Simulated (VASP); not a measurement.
Here is the system:

```
CELL_PARAMETERS angstrom
      0.00000     2.16807     2.16807
      2.16807     0.00000     2.16807
      2.16807     2.16807     0.00000
ATOMIC_POSITIONS crystal
  Si 0.00000 0.00000 0.00000
  C  0.25000 0.25000 0.25000
```

All values below come from PW91 GGA, VASP's PBE PAW potentials (set 64) (plane waves; VASP). Settings: 520 eV cut-off, 10×10×10 Γ-centred mesh, Gaussian smearing of 0.050 eV, potentials Si C.

Question: Give the stress tensor in GPa (positive for a compressed cell).

Answer: 
```
6.86  0.00  0.00
0.00  6.86  0.00
0.00  0.00  6.86
```
The pressure is its mean diagonal, 6.86 GPa.

The compound is SiC in the zinc blende structure. This cell is one point of a volume scan, at 0.97 of the reference volume.
